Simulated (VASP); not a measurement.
A run of VASP 6.6.1:

File INCAR:

```
ALGO     = Normal         # electronic algorithm
EDIFF    = 1E-6           # SCF threshold, eV
ENCUT    = 520            # plane-wave cutoff, eV
GGA      = CA             # functional
ISIF     = 2              # what is computed and relaxed
ISMEAR   = 0              # smearing method
LASPH    = True           # aspherical terms in the spheres
LCHARG   = True           # write CHGCAR
LELF     = True           # ELF
LREAL    = False          # projectors in reciprocal space
LVHAR    = True         
LWAVE    = False          # write WAVECAR
NBANDS   = 11             # bands
NELM     = 100            # most SCF steps
PREC     = Accurate       # precision mode
SIGMA    = 0.1            # smearing width, eV
```

Contents of KPOINTS:

```
k-points
0
Gamma
  6 6 6
```

POSCAR

```
BAs
1.0
    0.0000000000      2.3850000000      2.3850000000
    2.3850000000      0.0000000000      2.3850000000
    2.3850000000      2.3850000000      0.0000000000
B As
1 1
Direct
    0.0000000000      0.0000000000      0.0000000000
    0.2500000000      0.2500000000      0.2500000000
```

Potentials or basis: VASP PAW LDA potentials, release 64 (B, As).

Launch:

```console
$ cat potpaw_LDA.64/B/POTCAR potpaw_LDA.64/As/POTCAR > POTCAR
$ mpirun -np 1 vasp_std > vasp.out
```

Hardware: 1 thread of Intel(R) Xeon(R) Platinum 8375C CPU @ 2.90GHz (Ice Lake), on a shared host.

Question: Estimate the wall time of this run.

Answer: It took 11 s on 1 thread of Intel(R) Xeon(R) Platinum 8375C CPU @ 2.90GHz (Ice Lake), on a shared host, peak memory 0.13 GiB. Counts: scf iterations 12, k points 16.
